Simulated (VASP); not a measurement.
# SiC: relaxation of cell and atoms with PBE

SiC:

```
CELL_PARAMETERS angstrom
0.00000 2.18904 2.18904
2.18904 0.00000 2.18904
2.18904 2.18904 0.00000
ATOMIC_POSITIONS crystal
Si 0.00000 0.00000 0.00000
C 0.25000 0.25000 0.25000
```

```
Program                : VASP 6.6.1
Task                   : relaxation of cell and atoms
Functional             : PBE
Potentials or basis    : VASP PAW PBE potentials, release 64 (Si, C)
Cutoff                 : 700 eV
k mesh                 : 12 × 12 × 12
Occupations            : gaussian, width 0.02 eV
Spin                   : no spin polarisation
Further INCAR settings : ALGO = Normal; EDIFF = 1e-07; IBRION = 2; EDIFFG = -0.002; NSW = 80; ISIF = 3
```

The pressure after relaxing is 0.0 GPa and the band gap on the k mesh is 1.37 eV, indirect (least direct gap 4.53 eV).

Final structure:
```xyz
2
Lattice="0.0000 2.1890 2.1890 2.1890 0.0000 2.1890 2.1890 2.1890 0.0000" Properties=species:S:1:pos:R:3 pbc="T T T"
Si    0.0000    0.0000    0.0000
C     1.0945    1.0945    1.0945
```

Levels at points of the mesh, in eV from the valence-band top:
| k point | band 1 | band 2 | band 3 | band 4 | band 5 | band 6 | band 7 | band 8 |
| --- | --- | --- | --- | --- | --- | --- | --- | --- |
| (0.00, 0.00, 0.00) | -15.29 | 0.00 | 0.00 | 0.00 | 6.07 | 7.21 | 7.21 | 7.21 |
| (0.50, 0.00, 0.00) | -11.78 | -8.46 | -1.05 | -1.05 | 5.31 | 7.17 | 7.17 | 9.98 |
| (0.50, 0.50, 0.00) | -10.34 | -7.75 | -3.16 | -3.16 | 1.37 | 4.28 | 13.87 | 13.87 |

It took 23 s on 1 thread of Intel(R) Xeon(R) Platinum 8259CL CPU @ 2.50GHz (Skylake/Cascade Lake) (shared host), peak memory 0.16 GiB.

Caveat: the relaxation stopped at its first step, so nothing moved. A k mesh can miss the band edges.
